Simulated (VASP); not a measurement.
Consider the following.

```
Sc
1.0
    1.53291    -2.65507     0.00000
    1.53291     2.65507     0.00000
    0.00000     0.00000     4.72593
Sc
2
Direct
  0.33333   0.66667   0.25000
  0.66667   0.33333   0.75000
```

All values below come from PBE GGA, VASP's PBE PAW potentials (set 64) (plane waves; VASP). Settings: 500 eV cut-off, 14×14×8 Γ-centred mesh, first-order Methfessel-Paxton smearing of 0.10 eV, potentials Sc_sv.

Energy and stress use the plane-wave basis of the starting cell.

### Question
The ions, cell shape and volume at an external pressure of 30.0 GPa are relaxed. Which structure does the run end with?

### Answer

```
Sc
1.0
    1.49182    -2.58391     0.00000
    1.49182     2.58391     0.00000
    0.00000     0.00000     4.59686
Sc
2
Direct
  0.33333   0.66667   0.25000
  0.66667   0.33333   0.75000
```
Space group P6_3/mmc (194), at a tolerance of 0.03 Å.

### Question
How do energy and volume change from the first to the last step?

### Answer
The energy (σ→0) changes by +234.3 meV/atom and the volume by -7.9 %, in 4 ionic steps.

```tsv
step	E(σ→0) (eV)	max force (eV/Å)	pressure (GPa)	volume (Å³)
1	-11.9253	0.000	20.06	38.47
2	-10.7112	0.000	44.34	32.20
3	-11.4700	0.000	29.72	35.51
4	-11.4567	0.000	30.01	35.44
```

The compound is Sc in the hcp structure. This run relaxes it under an external pressure of 30 GPa. Symmetry was kept, so distortions that lower it aren't found.
